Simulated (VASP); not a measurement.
Si3Bi2Te3:

```
CELL_PARAMETERS angstrom
2.05000 1.18357 13.83333
-2.05000 1.18357 13.83333
0.00000 -2.36714 13.83333
ATOMIC_POSITIONS crystal
Si 0.62500 0.62500 0.62500
Si 0.50000 0.50000 0.50000
Si 0.37500 0.37500 0.37500
Bi 0.87500 0.87500 0.87500
Bi 0.12500 0.12500 0.12500
Te 0.25000 0.25000 0.25000
Te 0.75000 0.75000 0.75000
Te 0.00000 0.00000 0.00000
```

The cell was built by a generator and needn't be a form met in nature.

| Quantity | Value |
| --- | --- |
| Program | VASP 6.6.1 |
| Task | relaxation of cell and atoms |
| Functional | PBE |
| Potentials or basis | VASP PAW PBE potentials, release 64 (Si, Bi_d, Te) |
| Cutoff | 520 eV |
| k mesh | 4 × 4 × 4 |
| Occupations | gaussian, width 0.15 eV |
| Spin | no spin polarisation |

At the start: pressure 6.4 GPa; volume 25.17 Å³/atom.

Task: Where does the relaxation end?

Result: Over 10 steps the energy falls by 174.6 meV/atom and the volume is 27.01 Å³/atom (+7.3 %); space group R-3m (No. 166, to 0.05 Å).

Step by step:
```tsv
step	energy change (eV)	largest force (eV/Å)	pressure (GPa)	volume (Å³)
1	0.0000	2.7036	6.35	201.38
2	-1.0080	0.7950	-3.14	231.89
3	-1.0214	1.0211	-2.66	227.92
4	-1.2960	0.4819	-0.80	219.15
5	-1.3516	0.2600	0.69	213.20
6	-1.3517	0.2560	0.72	213.54
7	-1.3713	0.2042	0.15	216.19
8	-1.3731	0.1998	-0.18	217.49
9	-1.3822	0.1233	-0.39	217.13
10	-1.3968	0.0599	-0.25	216.06
```

Final structure:
```
Si Bi Te
1.0
     2.11042    1.21845   14.00357
    -2.11042    1.21845   14.00357
     0.00000   -2.43690   14.00357
Si Bi Te
3 2 3
Direct
  0.62756 0.62756 0.62756
  0.50000 0.50000 0.50000
  0.37244 0.37244 0.37244
  0.86954 0.86954 0.86954
  0.13046 0.13046 0.13046
  0.25697 0.25697 0.25697
  0.74303 0.74303 0.74303
  0.00000 0.00000 0.00000
```

Caveat: the k mesh is coarse (spacing up to 0.44 Å⁻¹), so the values aren't converged.
